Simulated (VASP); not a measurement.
The input files of a VASP run:

### INCAR
```
# general
SYSTEM =LaB6
PREC   =Accurate
ENCUT  =400   # plane-wave cut-off (eV)
LREAL  =.FALSE.
LASPH  =.TRUE.   # aspherical one-centre terms

# electronic loop
EDIFF  =1E-6
NELM   =100
ALGO   =Normal
LMAXMIX=6

# smearing
ISMEAR =-1
SIGMA  =0.05   # width (eV)

# functional
GGA    =PE   # PBE

# ions
ISIF   =2   # forces and stress, cell fixed

# output
LWAVE  =.FALSE.
LCHARG =.FALSE.
```

**POSCAR**
```
LaB6
1.0
  4.1526100000   0.0000000000   0.0000000000
  0.0000000000   4.1526100000   0.0000000000
  0.0000000000   0.0000000000   4.1526100000
La B
1 6
Cart
 -0.0080353003  -0.0087080232   0.0156179662
  3.3218596065   2.0831775696   2.0780158753
  0.8282173015   2.0770732329   2.0556291548
  2.0756156667   3.3046428854   2.0789252969
  2.0972673753   0.8246128360   2.0763257631
  2.0568832430   2.0884970630   3.3297910916
  2.0860262600   2.0885344364   0.8235248522
```

KPOINTS:
```
Automatic mesh
0
Gamma
1 1 1
0 0 0
```

POTCAR, in this order: La B (PBE.64 set). Program: vasp_std.

Problem. Write an equivalent input for Quantum ESPRESSO's pw.x.

Solution. One equivalent input (not run):
```
&CONTROL
  calculation = 'scf'
  pseudo_dir = './pseudo'
  outdir = './out'
  tprnfor = .true.
  tstress = .true.
/
&SYSTEM
  ibrav = 0
  nat = 7
  ntyp = 2
  ecutwfc = 110
  occupations = 'smearing'
  smearing = 'fermi-dirac'
  degauss = 0.003675
  input_dft = 'pbe'
/
&ELECTRONS
  conv_thr = 7.3e-08
  electron_maxstep = 100
/
ATOMIC_SPECIES
  La 138.905 La.upf
  B 10.810 B.upf
CELL_PARAMETERS angstrom
     4.1526100    0.0000000    0.0000000
     0.0000000    4.1526100    0.0000000
     0.0000000    0.0000000    4.1526100
ATOMIC_POSITIONS crystal
  La  -0.0019350 -0.0020970  0.0037610
  B    0.7999450  0.5016550  0.5004120
  B    0.1994450  0.5001850  0.4950210
  B    0.4998340  0.7957990  0.5006310
  B    0.5050480  0.1985770  0.5000050
  B    0.4953230  0.5029360  0.8018550
  B    0.5023410  0.5029450  0.1983150
K_POINTS automatic
  1 1 1 0 0 0
```
What does not carry over: the potentials are each code's own (VASP's PAW set, PseudoDojo norm-conserving files in pw.x), so ENCUT and ecutwfc are chosen apart and not converted; conv_thr bounds pw.x's estimated SCF error, while EDIFF bounds the energy change between steps.

The structure comes from a computed database's LaB6 entry; how it stands against other phases isn't given here. The cell was not relaxed at this level, atoms are displaced from their ideal sites. The k-mesh is coarse (spacing up to 1.51 per Å, 2π included), so the numbers may not be converged in it. The run is one of a series of settings (KPOINTS 1×1×1 Γ-centred mesh against the base run), some of them coarse on purpose.
